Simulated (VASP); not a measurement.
Method: PBE GGA, VASP's PBE PAW potentials (set 64) (plane waves; VASP).

VASP input:

**KPOINTS**
```
K-points
0
G
 8 8 8
0 0 0
```

**INCAR**
```
SYSTEM = Ni3Al
PREC = Accurate
ENCUT = 400
EDIFF = 1E-6
NELM = 100
ALGO = Normal
LREAL = .FALSE.
LASPH = .TRUE.
ISMEAR = 1
SIGMA = 0.1
GGA = PE
LMAXMIX = 4
ISPIN = 2
MAGMOM = 0.0 0.5 0.5 0.5
LORBIT = 10
LWAVE = .FALSE.
LCHARG = .FALSE.
IBRION = 2
ISIF = 3
NSW = 60
EDIFFG = -0.02
```

File POSCAR:
```
Ni3Al
1
    3.5597887242    -0.0000000000     0.0000000000
   -0.0000000000     3.5597887242     0.0000000000
   -0.0000000000    -0.0000000000     3.5597887242
Al Ni
1 3
Direct
  0.0000000000   0.0000000000   0.0000000000
  0.0000000000   0.5000000000   0.5000000000
  0.5000000000   0.0000000000   0.5000000000
  0.5000000000   0.5000000000   0.0000000000
```

POTCAR, in this order: Al Ni (PBE.64 set). Program: vasp_std.

### Question
What will the output report for the number of irreducible k-points (NKPTS), largest plane-wave count, number of space-group operations, FFT grid (NGX, NGY, NGZ)?

### Answer

The number of irreducible k-points (NKPTS) is 35, the largest plane-wave count comes out as 840 and the number of space-group operations is 48. The FFT grid (NGX, NGY, NGZ) comes out as 24 × 24 × 24.

The compound is Ni3Al in the L1_2 structure. This run relaxes it. Symmetry was kept, so distortions that lower it aren't found. The start is the result of an earlier pass.
